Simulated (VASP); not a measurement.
# PdC18 in VASP: a series of runs, part 2 of 3

VASP 6.6.1.

## Step 3: Relaxation of the atoms, PBE

The input, INCAR:

```
ALGO = Fast
EDIFF = 1E-6
EDIFFG = -0.03
ENCUT = 520
GGA = PE
IBRION = 2
ISIF = 2
ISMEAR = 0
LASPH = T
LCHARG = F
LREAL = Auto
LWAVE = F
NELM = 100
NSW = 80
PREC = Accurate
SIGMA = 0.02
```

The input, KPOINTS:

```
k-points
0
Gamma
  2 2 1
```

The input, POSCAR:

```
PdC18
1.0
    7.3980000000      0.0000000000      0.0000000000
   -3.6990000000      6.4068560000      0.0000000000
    0.0000000000      0.0000000000     12.0000000000
C Pd
18 1
Direct
    0.0000000000      0.0000000000      0.0833333000
    0.2222222000      0.1111111000      0.0833333000
    0.0000000000      0.3333333000      0.0833333000
    0.2222222000      0.4444444000      0.0833333000
    0.0000000000      0.6666667000      0.0833333000
    0.2222222000      0.7777778000      0.0833333000
    0.3333333000      0.0000000000      0.0833333000
    0.5555556000      0.1111111000      0.0833333000
    0.3333333000      0.3333333000      0.0833333000
    0.5555556000      0.4444444000      0.0833333000
    0.3333333000      0.6666667000      0.0833333000
    0.5555556000      0.7777778000      0.0833333000
    0.6666667000      0.0000000000      0.0833333000
    0.8888889000      0.1111111000      0.0833333000
    0.6666667000      0.3333333000      0.0833333000
    0.8888889000      0.4444444000      0.0833333000
    0.6666667000      0.6666667000      0.0833333000
    0.8888889000      0.7777778000      0.0833333000
    0.5341853000      0.3746907000      0.2625000000
```

Potentials or basis: VASP PAW PBE potentials, release 64 (C, Pd).

On the command line:

```bash
$ cat potpaw_PBE.64/C/POTCAR potpaw_PBE.64/Pd/POTCAR > POTCAR
$ mpirun -np 1 vasp_std > vasp.out
```

Wall time 74 min (1 thread of Intel Xeon 6975P-C (Granite Rapids), shared host); peak memory 0.67 GiB.

The run converged. Its results:

```yaml
Free_energy: -168.2890 eV
Energy_gained_by_relaxing: 7.9 meV/atom
Ionic_steps: 78
Largest_force_after_relaxing: 0.027 eV/Å
Band_gap_on_the_k_mesh: 0.08 eV, direct
```

Forces in eV/Å, atoms in the order of the input:
```
C    0.005  0.000  0.004
C    0.001  0.008  0.005
C    0.022  0.002 -0.009
C   -0.010  0.006 -0.011
C    0.008  0.006 -0.008
C   -0.007 -0.007  0.002
C   -0.002  0.003 -0.009
C   -0.005  0.000 -0.006
C   -0.003 -0.010  0.008
C    0.008  0.012  0.004
C    0.000 -0.004  0.002
C   -0.006  0.005 -0.007
C    0.015  0.007 -0.004
C   -0.024 -0.008  0.010
C   -0.002 -0.003  0.022
C   -0.010  0.001  0.013
C    0.010 -0.011 -0.008
C   -0.006 -0.004 -0.011
Pd   0.004 -0.005  0.006
```

Step by step:
```
step  energy change (eV)  largest force (eV/Å)  pressure (GPa)
   1              0.0000                0.8312            0.74
   3             -0.0443                0.4976            0.77
   5             -0.0714                0.4505            0.85
   7             -0.0871                0.2793            0.92
   9             -0.0951                0.1968            0.93
  11             -0.0984                0.2074            0.91
  13             -0.1036                0.1857            0.87
  15             -0.1063                0.1954            0.85
  17             -0.1087                0.1250            0.84
  19             -0.1105                0.0695            0.82
  21             -0.1109                0.0563            0.82
  23             -0.1114                0.0583            0.82
  25             -0.1116                0.0561            0.81
  27             -0.1118                0.0578            0.81
  29             -0.1122                0.1273            0.79
  31             -0.1124                0.0814            0.80
  33             -0.1130                0.0722            0.79
  35             -0.1143                0.1079            0.77
  37             -0.1163                0.1264            0.75
  39             -0.1171                0.1592            0.74
  41             -0.1189                0.1647            0.73
  43             -0.1222                0.2439            0.66
  45             -0.1257                0.2772            0.63
  47             -0.1315                0.2291            0.65
  49             -0.1322                0.2055            0.66
  51             -0.1364                0.1588            0.70
  53             -0.1391                0.1282            0.73
  55             -0.1412                0.1251            0.75
  57             -0.1433                0.1004            0.76
  59             -0.1450                0.1109            0.77
  61             -0.1462                0.0670            0.77
  63             -0.1467                0.0534            0.77
  65             -0.1470                0.0521            0.77
  67             -0.1475                0.0481            0.78
  69             -0.1479                0.0455            0.78
  71             -0.1483                0.0546            0.79
  73             -0.1488                0.0625            0.79
  75             -0.1493                0.0737            0.78
  77             -0.1498                0.0344            0.78
  78             -0.1498                0.0268            0.78
```

Final structure:
```
C Pd
1.0
     7.39800    0.00000    0.00000
    -3.69900    6.40686    0.00000
     0.00000    0.00000   12.00000
C Pd
18 1
Direct
  0.99552 0.99957 0.07951
  0.21816 0.10946 0.08020
  0.99557 0.33279 0.08151
  0.21856 0.44338 0.08160
  0.99602 0.66668 0.08025
  0.21869 0.77661 0.07954
  0.32843 0.99907 0.08046
  0.55135 0.10797 0.08520
  0.32686 0.33216 0.08488
  0.55078 0.44428 0.09402
  0.32893 0.66616 0.08156
  0.55187 0.77669 0.08185
  0.66230 0.99943 0.08174
  0.88529 0.11001 0.08141
  0.66335 0.33183 0.09388
  0.88730 0.44401 0.08477
  0.66286 0.66822 0.08537
  0.88579 0.77711 0.08055
  0.60657 0.38929 0.26419
```

Levels at points of the mesh, in eV from the valence-band top:
| k point | band 38 | band 39 | band 40 | band 41 | band 42 | band 43 | band 44 | band 45 |
| --- | --- | --- | --- | --- | --- | --- | --- | --- |
| (0.00, 0.00, 0.00) | -1.44 | -1.42 | -0.17 | 0.00 | 0.08 | 0.28 | 0.95 | 3.40 |
| (0.50, 0.00, 0.00) | -1.49 | -1.47 | -1.28 | -1.03 | 0.98 | 1.63 | 2.36 | 2.39 |
| (0.00, 0.50, 0.00) | -1.49 | -1.47 | -1.27 | -1.03 | 0.98 | 1.62 | 2.35 | 2.38 |
| (0.50, 0.50, 0.00) | -1.51 | -1.22 | -1.21 | -1.21 | 0.89 | 1.60 | 2.32 | 2.37 |

Caveat: the k mesh is coarse (spacing up to 0.49 Å⁻¹), so the values aren't converged. As with any semilocal functional, this PBE gap is likely too small.

## Step 4: Single point, PBE

The input, INCAR:

```
PREC     = Accurate       # precision mode
ENCUT    = 520            # plane-wave cutoff, eV
EDIFF    = 1E-6           # SCF threshold, eV
ISMEAR   = 0              # smearing method
SIGMA    = 0.02           # smearing width, eV
LREAL    = Auto         
LASPH    = T              # aspherical terms in the spheres
NELM     = 100            # most SCF steps
ALGO     = Fast           # electronic algorithm
ISIF     = 2              # what is computed and relaxed
LWAVE    = F              # write WAVECAR
LCHARG   = F              # write CHGCAR
GGA      = PE             # functional
NBANDS   = 56             # bands
```

The input, KPOINTS:

```
Automatic mesh
0
Gamma
  2 2 1
```

The input, POSCAR:

```
PdC18
1.0
    7.3980000000      0.0000000000      0.0000000000
   -3.6990000000      6.4068560000      0.0000000000
    0.0000000000      0.0000000000     12.0000000000
C Pd
18 1
Direct
   -0.0044136934     -0.0002542589      0.0793923333
    0.2179883184      0.1094302728      0.0804280833
   -0.0042874752      0.3329359986      0.0816438333
    0.2183638657      0.4433086993      0.0817122500
   -0.0039420468      0.6668379935      0.0804535000
    0.2184983153      0.7765451573      0.0794240000
    0.3284972637     -0.0007632449      0.0801267500
    0.5510743433      0.1079086216      0.0849058333
    0.3269761938      0.3324327876      0.0853785833
    0.5507676039      0.4444081465      0.0942856667
    0.3289914444      0.6663062195      0.0814602500
    0.5516979737      0.7765997862      0.0815381667
    0.6623645043     -0.0003418213      0.0815116667
    0.8850805714      0.1099740653      0.0813919167
    0.6632564148      0.3318699531      0.0942385833
    0.8870973837      0.4438808988      0.0853033333
    0.6629796801      0.6683462216      0.0849420000
    0.8855487136      0.7770230828      0.0801255000
    0.6076460181      0.3882417523      0.2642370000
```

Potentials or basis: VASP PAW PBE potentials, release 64 (C, Pd).

On the command line:

```bash
$ cat potpaw_PBE.64/C/POTCAR potpaw_PBE.64/Pd/POTCAR > POTCAR
$ mpirun -np 1 vasp_std > vasp.out
```

OUTCAR:

```text
PREC = Accurate
   ENCUT = 520
   EDIFF = 1E-6
   ISMEAR = 0
   LREAL = Auto
   LASPH = T
   NELM = 100
   ISIF = 2
   GGA = PE

 ion  position               nearest neighbor table
   1  0.996  1.000  0.079-  14 1.41   2 1.42  18 1.43
   2  0.218  0.109  0.080-   7 1.41   1 1.42   9 1.43
   3  0.996  0.333  0.082-  16 1.41   4 1.43  14 1.43
   4  0.218  0.443  0.082-   9 1.41   3 1.43  11 1.43
   5  0.996  0.667  0.080-  18 1.41   6 1.43  16 1.43
   6  0.218  0.777  0.079-  11 1.41   5 1.43   7 1.43
   7  0.328  0.999  0.080-   2 1.41   6 1.43   8 1.43
   8  0.551  0.108  0.085-  13 1.41   7 1.43  15 1.44
   9  0.327  0.332  0.085-   4 1.41   2 1.43  10 1.44
  10  0.551  0.444  0.094-   9 1.44  17 1.44  15 1.44  19 2.16
  11  0.329  0.666  0.081-   6 1.41  12 1.43   4 1.43
  12  0.552  0.777  0.082-  17 1.41  11 1.43  13 1.43
  13  0.662  1.000  0.082-   8 1.41  14 1.43  12 1.43
  14  0.885  0.110  0.081-   1 1.41  13 1.43   3 1.43
  15  0.663  0.332  0.094-  16 1.44   8 1.44  10 1.44  19 2.16
  16  0.887  0.444  0.085-   3 1.41   5 1.43  15 1.44
  17  0.663  0.668  0.085-  12 1.41  18 1.43  10 1.44
  18  0.886  0.777  0.080-   5 1.41   1 1.43  17 1.43
  19  0.608  0.388  0.264-  15 2.16  10 2.16

  LATTYP: Found a hexagonal cell.
 ALAT       =     7.3980000000
 C/A-ratio  =     1.6220600162

  Lattice vectors:

 A1 = (   7.3980000000,   0.0000000000,   0.0000000000)
 A2 = (  -3.6990000000,   6.4068560000,   0.0000000000)
 A3 = (   0.0000000000,   0.0000000000,  12.0000000000)

Analysis of symmetry for initial positions (statically):
=====================================================================
 Subroutine PRICEL returns:
 Original cell was already a primitive cell.

 Routine SETGRP: Setting up the symmetry group for a
 hexagonal supercell.

 Subroutine GETGRP returns: Found  1 space group operations
 (whereof  1 operations were pure point group operations)
[... 153 lines left out ...]
   LORBIT       =      0    0 simple, 1 ext, 2 COOP (PROOUT), +10 PAW based schemes
   GGA     = PE    functional components
   LHFCALC =     F    Hartree Fock is set to
   AEXX    =    0.0000 exact exchange contribution
   IVDW    =     0    specifies the selected vdW correction
   LEPSILON=     F    determine dielectric tensor
   LRPA    =     F    only Hartree local field effects (RPA)
 non-spin polarized calculation
 RMM-DIIS sequential band-by-band and
 Gauss-broadening in eV      SIGMA  =   0.02
  energy-cutoff  :      520.00
  volume of cell :      568.78
 maximum number of plane-waves:     15363
 NGX is ok and might be reduce to    56
   NGX = 27   NGY = 27   NGZ = 45

 number of electron      82.0000003 magnetization

 Free energy of the ion-electron system (eV)
  ---------------------------------------------------
  ext. energy  EPLUGINS =         0.00000000
  ---------------------------------------------------
  free energy    TOTEN  =      -168.28901936 eV

  energy without entropy =     -168.28892317  energy(sigma->0) =     -168.28897127

 E-fermi :  -0.9793     XC(G=0):  -4.1493

 val. band max:       -1.0196657165   @ k =   0.0000   0.0000   0.0000
 cond. band min:      -0.9389520597   @ k =   0.0000   0.0000   0.0000
 fundamental gap:      0.0807136568
 Fermi energy:        -0.9793088881

 k-point     1 :       0.0000    0.0000    0.0000
  band No.  band energies     occupation
      1     -20.6882      2.00000
      2     -18.2532      2.00000
      3     -18.1359      2.00000
      4     -18.0779      2.00000
      5     -18.0691      2.00000
      6     -18.0437      2.00000
[... 213 lines left out ...]
     52       5.0949      0.00000
     53       5.2834      0.00000
 [bands above 53 left out]

------------------------ aborting loop because EDIFF is reached ----------------------------------------

  FORCE on cell =-STRESS in cart. coord.  units (eV):
  Direction    XX          YY          ZZ          XY          YZ          ZX
  --------------------------------------------------------------------------------------
  -------------------------------------------------------------------------------------
  Total        2.0376969      6.3223122     -0.0629545      3.0970444     -0.0054163      0.0040389
  in kB        5.7399701     17.8092644     -0.1773359      8.7240365     -0.0152571      0.0113772
  external PRESSURE =       7.7906329 kB  Pullay stress =       0.0000000 kB

 VOLUME and BASIS-vectors are now :
 -----------------------------------------------------------------------------
  energy-cutoff  :      520.00
  volume of cell :      568.78
      direct lattice vectors                 reciprocal lattice vectors
     7.398000000  0.000000000  0.000000000     0.135171668  0.078041398  0.000000000
    -3.699000000  6.406856000  0.000000000     0.000000000  0.156082796  0.000000000
     0.000000000  0.000000000 12.000000000     0.000000000  0.000000000  0.083333333

 POSITION                                       TOTAL-FORCE (eV/Angst)
 -----------------------------------------------------------------------------------
      3.66729      6.40523      0.95271        -0.016081     -0.014329      0.004736
      1.20790      0.70110      0.96514         0.018365      0.010565     -0.002917
      6.13475      2.13307      0.97973        -0.026472      0.005502      0.004018
     -0.02434      2.84021      0.98055         0.011484      0.016664     -0.003248
      4.90220      4.27233      0.96544        -0.003292      0.002305     -0.012786
     -1.25599      4.97521      0.95309         0.007361      0.000652      0.001155
[... 11 lines left out ...]
      3.67708      4.97828      0.96151         0.014731      0.016093      0.006618
      3.05926      2.48741      3.17084        -0.003094     -0.000095      0.031326
 -----------------------------------------------------------------------------------
    total drift:                                0.011420      0.002226      0.021621

  FREE ENERGIE OF THE ION-ELECTRON SYSTEM (eV)
  ---------------------------------------------------
  free  energy   TOTEN  =      -168.2890193610 eV

  energy  without entropy=     -168.2889231742  energy(sigma->0) =     -168.28897127
```

OSZICAR:

```text
N       E                     dE             d eps       ncg     rms          rms(c)
DAV:   1     0.655214154790E+03    0.65521E+03   -0.33339E+04   448   0.117E+03
DAV:   2    -0.794778334583E+02   -0.73469E+03   -0.69325E+03   624   0.279E+02
DAV:   3    -0.179313803808E+03   -0.99836E+02   -0.98462E+02   552   0.107E+02
[... 17 lines left out ...]
RMM:  21    -0.168289004822E+03   -0.10701E-04   -0.88460E-06   462   0.601E-03    0.314E-03
RMM:  22    -0.168289008954E+03   -0.41325E-05   -0.29517E-06   417   0.325E-03    0.145E-03
RMM:  23    -0.168289015540E+03   -0.65853E-05   -0.17159E-06   403   0.257E-03    0.108E-03
RMM:  24    -0.168289019094E+03   -0.35544E-05   -0.11593E-06   337   0.182E-03    0.294E-04
RMM:  25    -0.168289019361E+03   -0.26692E-06   -0.16222E-07   291   0.108E-03
   1 F= -.16828902E+03 E0= -.16828897E+03  d E =-.961867E-04
```

Wall time 3 min (1 thread of Intel Xeon 6975P-C (Granite Rapids), shared host); peak memory 0.59 GiB.

Results:

| Item | Value |
| --- | --- |
| Free energy | -168.2890 eV |
| Largest force | 0.031 eV/Å |
| Band gap on the k mesh | 0.08 eV, direct |

Forces in eV/Å, atoms in the order of the input:
```
C   -0.016 -0.014  0.005
C    0.018  0.011 -0.003
C   -0.026  0.006  0.004
C    0.011  0.017 -0.003
C   -0.003  0.002 -0.013
C    0.007  0.001  0.001
C   -0.020 -0.001  0.004
C    0.011 -0.004  0.000
C   -0.012 -0.020 -0.010
C    0.001  0.002 -0.007
C   -0.018 -0.005  0.002
C    0.012  0.012 -0.002
C   -0.002 -0.010 -0.004
C    0.009 -0.005  0.003
C    0.010 -0.007 -0.012
C    0.019  0.001 -0.003
C   -0.013  0.000 -0.001
C    0.015  0.016  0.007
Pd  -0.003  0.000  0.031
```

Caveat: the k mesh is coarse (spacing up to 0.49 Å⁻¹), so the values aren't converged. PBE gaps usually lie below the measured ones, often by a third to a half.

(Part 2 of 3 ends here.)
